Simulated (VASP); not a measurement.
Data:

```yaml
crystal:
  lattice:
    - [0.00000, 3.01555, 3.07683]
    - [3.05523, 0.00000, 3.07683]
    - [3.05523, 3.01555, 0.00000]
  atoms:
    - { symbol: Al, position: [0.25000, 0.25000, 0.25000] }
    - { symbol: Al, position: [0.75000, 0.75000, 0.75000] }
    - { symbol: Au, position: [0.99003, 0.00996, 0.00996] }
```

All values below come from PBE GGA with spin-orbit coupling, VASP's PBE PAW potentials (set 64) (plane waves; VASP). Numerical set-up: 400 eV cut-off, 8×8×8 Γ-centred mesh, first-order Methfessel-Paxton smearing of 0.10 eV, potentials Al Au.

Task: Give the force on each atom (eV/Å).

Result: 
| atom | Fx | Fy | Fz |
|---|---|---|---|
| Al1 | 0.209 | 0.000 | 0.000 |
| Al2 | 0.209 | 0.000 | 0.000 |
| Au3 | -0.419 | 0.000 | 0.000 |

Task: Give the stress tensor in GPa (positive for a compressed cell).

Result: 
```
-2.77   0.00   0.00
 0.00  -1.83   0.00
 0.00   0.00  -3.04
```
The pressure is its mean diagonal, -2.55 GPa.

The compound is AuAl2 in the fluorite structure. The cell was not relaxed at this level, atoms are displaced from their ideal sites. The run is one of a series of settings (GGA_COMPAT = .FALSE., LSORBIT = .TRUE., MAGMOM = 0 0 0 0 0 0 0 0 0, program vasp_ncl against the base run), some of them coarse on purpose.
